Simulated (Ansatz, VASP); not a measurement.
# LaSi2: VASP beside Ansatz

Aim: how closely do two programs agree when they are given the same cell, functional and k mesh?

Calculated with Ansatz 0.2.0; plane waves, with VASP 6.6.1 beside it; relaxation of cell and atoms at PBEsol.

## Step 1: Set-up

The structure is tetragonal, space group I4_1/amd (No. 141). Conventional cell: a = 4.281 Å, b = 4.281 Å, c = 13.750 Å, α = 90.00°, β = 90.00°, γ = 90.00°. Nearest to La lie 12 Si at 3.13 to 3.24 Å. Si has 3 Si at 2.31 to 2.42 Å and 6 La at 3.13 to 3.24 Å nearest. Farther neighbours are not listed.

## Step 2: VASP: relaxation of cell and atoms, PBEsol

The relaxed volume is the usual yardstick between codes: its relative difference is about their pressure difference at one cell divided by the bulk modulus.

Lines of VASP's logs that name or quote its potential files are left out, and so is its time.

The input, INCAR:

```
SYSTEM = LaSi2
PREC = Accurate
ENCUT = 350
EDIFF = 1E-06
NELM = 120
ISMEAR = 0
SIGMA = 0.1
LREAL = .FALSE.
ALGO = Normal
GGA = PS
NBANDS = 25
LORBIT = 11
LWAVE = .FALSE.
LCHARG = .FALSE.
KPAR = 3
IBRION = 2
NSW = 40
ISIF = 3
EDIFFG = -0.02
POTIM = 0.4
```

The input, POSCAR:

```
LaSi2
1.0
   -2.1405000000      2.1405000000      6.8750000000
    2.1405000000     -2.1405000000      6.8750000000
    2.1405000000      2.1405000000     -6.8750000000
La Si
2 4
Direct
    0.7500000000      0.2500000000      0.5000000000
    0.0000000000      0.0000000000      0.0000000000
    0.5840000000      0.5840000000      0.0000000000
    0.3340000000      0.8340000000      0.5000000000
    0.1660000000      0.6660000000      0.5000000000
    0.4160000000      0.4160000000      0.0000000000
```

The input, KPOINTS:

```
Automatic mesh
0
Gamma
6 6 6
0 0 0
```

PAW data sets: La and Si (PBE family, release 64).

Started as:

```
$ mpirun -np 3 vasp_std
```

Numbers of over 12 decimals in the logs are rounded to 6 here.

What it wrote:

```text
[banner, memory and clock lines left out]
running    3 mpi-ranks, on    1 nodes
 distrk:  each k-point on    1 cores,    3 groups
 distr:  one band on    1 cores,    1 groups

 POSCAR found type information on POSCAR LaSi
 POSCAR found :  2 types and       6 ions
|                                                                             |
|               ----> ADVICE to this user running VASP <----                  |
|                                                                             |
|     You enforced a specific xc type in the INCAR file but a different       |
|     [... a line on the potential file left out ...]
|     I HOPE YOU KNOW WHAT YOU ARE DOING!                                     |
|                                                                             |

 LDA part: xc-table for (Slater+PW92), standard interpolation
 POSCAR, INCAR and KPOINTS ok, starting setup
 FFT: planning ... GRIDC
 FFT: planning ... GRID_SOFT
 FFT: planning ... GRID
 WAVECAR not read
 entering main loop
       N       E                     dE             d eps       ncg     rms          rms(c)
DAV:   1     0.315932467187E+03    0.31593E+03   -0.10495E+04  1500   0.139E+03
DAV:   2     0.170342152306E+02   -0.29890E+03   -0.29370E+03  2268   0.313E+02
DAV:   3    -0.341173530578E+02   -0.51152E+02   -0.50400E+02  2522   0.148E+02
DAV:   4    -0.378884917012E+02   -0.37711E+01   -0.37499E+01  2870   0.430E+01
DAV:   5    -0.381673746932E+02   -0.27888E+00   -0.27857E+00  2456   0.101E+01    0.789E+00
DAV:   6    -0.380895748987E+02    0.77800E-01   -0.63223E-01  2864   0.445E+00    0.441E+00
DAV:   7    -0.380222927339E+02    0.67282E-01   -0.10107E-01  2536   0.243E+00    0.574E-01
DAV:   8    -0.380224005397E+02   -0.10781E-03   -0.12129E-02  2888   0.787E-01    0.279E-01
DAV:   9    -0.380227793664E+02   -0.37883E-03   -0.24195E-03  2616   0.323E-01    0.856E-02
DAV:  10    -0.380229541424E+02   -0.17478E-03   -0.70907E-04  3000   0.138E-01    0.403E-02
DAV:  11    -0.380230132288E+02   -0.59086E-04   -0.16551E-04  2880   0.583E-02    0.189E-02
DAV:  12    -0.380230235661E+02   -0.10337E-04   -0.35953E-05  3000   0.324E-02    0.146E-02
DAV:  13    -0.380230301673E+02   -0.66012E-05   -0.37034E-05  2248   0.339E-02    0.836E-04
DAV:  14    -0.380230309132E+02   -0.74591E-06   -0.73770E-06  2629   0.169E-02
   1 F= -.38023031E+02 E0= -.38013524E+02  d E =-.380230E+02
[... from here on, the cycles between the ionic steps are left out ...]
   2 F= -.38028488E+02 E0= -.38018385E+02  d E =-.545711E-02
   3 F= -.38028490E+02 E0= -.38018373E+02  d E =-.545940E-02
   5 F= -.38028994E+02 E0= -.38018446E+02  d E =-.503947E-03
   6 F= -.38029491E+02 E0= -.38018679E+02  d E =-.496341E-03
   7 F= -.38031282E+02 E0= -.38019979E+02  d E =-.228799E-02
   8 F= -.38036129E+02 E0= -.38025145E+02  d E =-.713450E-02
   9 F= -.38032121E+02 E0= -.38020994E+02  d E =-.312674E-02
  10 F= -.38038173E+02 E0= -.38027532E+02  d E =-.917844E-02
  11 F= -.38038310E+02 E0= -.38027755E+02  d E =-.931574E-02
  12 F= -.38038333E+02 E0= -.38027764E+02  d E =-.933909E-02
  13 F= -.38038649E+02 E0= -.38028054E+02  d E =-.315502E-03
  14 F= -.38038652E+02 E0= -.38028051E+02  d E =-.319028E-03
  15 F= -.38038876E+02 E0= -.38028250E+02  d E =-.223527E-03
 trial-energy change:   -0.000224  1 .order   -0.000224   -0.000273   -0.000174
 step:   1.4064(harm=  1.4064)  dis= 0.00328  next Energy=   -38.039030 (dE=-0.377E-03)
 bond charge predicted
       N       E                     dE             d eps       ncg     rms          rms(c)
DAV:   1    -0.380390545672E+02   -0.17849E-03   -0.85632E-03  2335   0.970E-01    0.362E-02
DAV:   2    -0.380390503199E+02    0.42473E-05   -0.53951E-04  2544   0.192E-01    0.201E-02
DAV:   3    -0.380390330330E+02    0.17287E-04   -0.81418E-05  2680   0.837E-02    0.448E-03
DAV:   4    -0.380390327901E+02    0.24283E-06   -0.50785E-06  1901   0.160E-02
  16 F= -.38039033E+02 E0= -.38028354E+02  d E =-.380418E-03
 curvature:  -0.81 expect dE=-0.484E-05 dE for cont linesearch -0.917E-07
 trial: gam=-0.01895 g(F)=  0.827E-06 g(S)=  0.513E-05 ort = 0.836E-05 (trialstep = 0.689E+00)
 search vector abs. value=  0.587E-05
 reached required accuracy - stopping structural energy minimisation
```

Parts of OUTCAR (step 2):

```text
ion  position               nearest neighbor table
   1  0.750  0.250  0.500-   6 3.13   3 3.13   6 3.13   3 3.13   5 3.24   4 3.24   4 3.24   4 3.24
                             5 3.24   4 3.24   5 3.24   5 3.24
   2  0.000  0.000  0.000-   5 3.13   4 3.13   5 3.13   4 3.13   6 3.24   3 3.24   3 3.24   3 3.24
                             6 3.24   6 3.24   3 3.24   6 3.24
   3  0.584  0.584  0.000-   6 2.31   5 2.42   5 2.42   1 3.13   1 3.13   2 3.24   2 3.24   2 3.24
                             2 3.24
   4  0.334  0.834  0.500-   5 2.31   6 2.42   6 2.42   2 3.13   2 3.13   1 3.24   1 3.24   1 3.24
                             1 3.24
   5  0.166  0.666  0.500-   4 2.31   3 2.42   3 2.42   2 3.13   2 3.13   1 3.24   1 3.24   1 3.24
                             1 3.24
   6  0.416  0.416  0.000-   3 2.31   4 2.42   4 2.42   1 3.13   1 3.13   2 3.24   2 3.24   2 3.24
                             2 3.24

  LATTYP: Found a body centered tetragonal cell.
 ALAT       =     4.2810000000
 C/A-ratio  =     3.2118663864

 Subroutine GETGRP returns: Found 16 space group operations
 (whereof  8 operations were pure point group operations)

The static configuration has the point symmetry D_2d.
 The point group associated with its full space group is D_4h.

 Found     30 irreducible k-points:

   k-points           NKPTS =     30   k-points in BZ     NKDIM =     30   number of bands    NBANDS=     25

   dimension x,y,z NGX =    48 NGY =   48 NGZ =   48
   dimension x,y,z NGXF=    96 NGYF=   96 NGZF=   96

   ENCUT  =  350.0 eV  25.72 Ry    5.07 a.u.  11.46 11.46 11.46*2*pi/ulx,y,z

   NELECT =      38.0000    total number of electrons

 k-points in reciprocal lattice and weights: Automatic mesh
   0.00000000  0.00000000  0.00000000       0.005
   0.16666667  0.00000000 -0.00000000       0.037
   0.33333333  0.00000000 -0.00000000       0.037
   0.50000000  0.00000000 -0.00000000       0.019
   0.16666667  0.16666667  0.00000000       0.037
   0.33333333  0.16666667 -0.00000000       0.074
   0.50000000  0.16666667 -0.00000000       0.074
  -0.33333333  0.16666667  0.00000000       0.074
  -0.16666667  0.16666667  0.00000000       0.019
[...]
-0.33333333 -0.33333333  0.33333333       0.009
   0.50000000  0.50000000  0.50000000       0.005

 average (electrostatic) potential at core
       1 -94.4778       2 -94.4778       3 -80.1760       4 -80.1760       5 -80.1760
       6 -80.1760

 E-fermi :   9.1291

 k-point     1 :       0.0000    0.0000    0.0000
  band No.  band energies     occupation
    ...
     16       6.9387      2.00000
     17       6.9387      2.00000
     18       8.2621      2.00000
     19       8.3820      2.00000
     20       8.8732      1.99971
     21       9.8992      0.00000
     22      10.3797      0.00000
     23      10.3797      0.00000
     24      10.4671      0.00000
     25      10.4671      0.00000

 k-point     2 :       0.1667    0.0000   -0.0000
  band No.  band energies     occupation
    ...
     15       6.4981      2.00000
     16       6.9395      2.00000
     17       7.2489      2.00000
     18       8.2962      2.00000
     19       8.7029      2.00000
     20       9.2978      0.01706
     21       9.4688      0.00000
     22       9.7329      0.00000
     23      10.1259      0.00000
     24      10.2383      0.00000
    ...

 k-point     3 :       0.3333    0.0000   -0.0000
  band No.  band energies     occupation
    ...
     16       6.9723      2.00000
     17       7.5833      2.00000
     18       8.2109      2.00000
     19       8.4050      2.00000
     20       8.5840      2.00000
     21       9.8290      0.00000
     22      10.1407      0.00000
     23      10.3832      0.00000
     24      10.6341      0.00000
     25      11.0170      0.00000

  Total       -0.0198881     -0.0198881     -0.0026768      0.0000000      0.0000000      0.0000000
  in kB       -0.2539433     -0.2539433     -0.0341787      0.0000000      0.0000000      0.0000000
  external PRESSURE =      -0.1806884 kB  Pullay stress =       0.0000000 kB

  energy-cutoff  :      350.00
  volume of cell :      125.48
      direct lattice vectors                 reciprocal lattice vectors
    -2.103765954  2.103765954  7.087825741     0.000000000  0.237669024  0.070543495
     2.103765954 -2.103765954  7.087825741     0.237669024  0.000000000  0.070543495
     2.103765954  2.103765954 -7.087825741     0.237669024  0.237669024  0.000000000

 POSITION                                       TOTAL-FORCE (eV/Angst)
 -----------------------------------------------------------------------------------
     -0.00000      2.10377      3.54391         0.000000      0.000000      0.000000
      0.00000      0.00000      0.00000         0.000000      0.000000      0.000000
      0.00000      0.00000      8.26858         0.000000     -0.000000      0.002315
      2.10377      0.00000      4.72466        -0.000000      0.000000      0.002315
      2.10377      0.00000      2.36316        -0.000000      0.000000     -0.002315
      0.00000      0.00000      5.90707         0.000000     -0.000000     -0.002315
 -----------------------------------------------------------------------------------
    total drift:                                0.000000      0.000000      0.000000

  FREE ENERGIE OF THE ION-ELECTRON SYSTEM (eV)
  ---------------------------------------------------
  free  energy   TOTEN  =       -38.0390327901 eV

  energy  without entropy=      -38.0176757275  energy(sigma->0) =      -38.02835426

 reached required accuracy - stopping structural energy minimisation

 total charge
# of ion       s       p       d       f       tot
--------------------------------------------------
    1        2.026   5.617   0.830   0.149   8.622
    2        2.026   5.617   0.830   0.149   8.622
    3        0.768   0.893   0.000   0.000   1.661
    4        0.768   0.893   0.000   0.000   1.661
    5        0.768   0.893   0.000   0.000   1.661
    6        0.768   0.893   0.000   0.000   1.661
--------------------------------------------------
tot          7.123  14.806   1.660   0.298  23.887

[... 3 further parts left out ...]
```

CONTCAR:

```
LaSi2
   1.00000000000000
    -2.1037659541406915    2.1037659541406915    7.0878257414276495
     2.1037659541406915   -2.1037659541406915    7.0878257414276495
     2.1037659541406915    2.1037659541406915   -7.0878257414276495
  La              Si
     2     4
Direct
     0.7500000000000000    0.2500000000000000    0.5000000000000000
     0.0000000000000000    0.0000000000000000    0.0000000000000000
     0.5832943737868481    0.5832943737868481    0.0000000000000000
     0.3332943737868481    0.8332943737868481    0.5000000000000000
     0.1667056262131519    0.6667056262131519    0.5000000000000000
     0.4167056262131519    0.4167056262131519    0.0000000000000000
```

The k-mesh is coarse for a metal. The run keeps the 16 symmetry operations of its start, so it cannot find a distortion of lower symmetry.

(Part 1 of 2 ends here.)

[Lines on the potential files, build, host, timing and source positions are cut from VASP's logs without a mark.]

[Logs are printed without paths, hosts, clocks, repeated set-up lines and the standing remarks that a program may print on its own settings, such as how far it seeks lower states.]

[Hosts, paths, dates, database ids (printed as entryN), source tags and the programs' standing remarks are cut or masked in the printed files.]
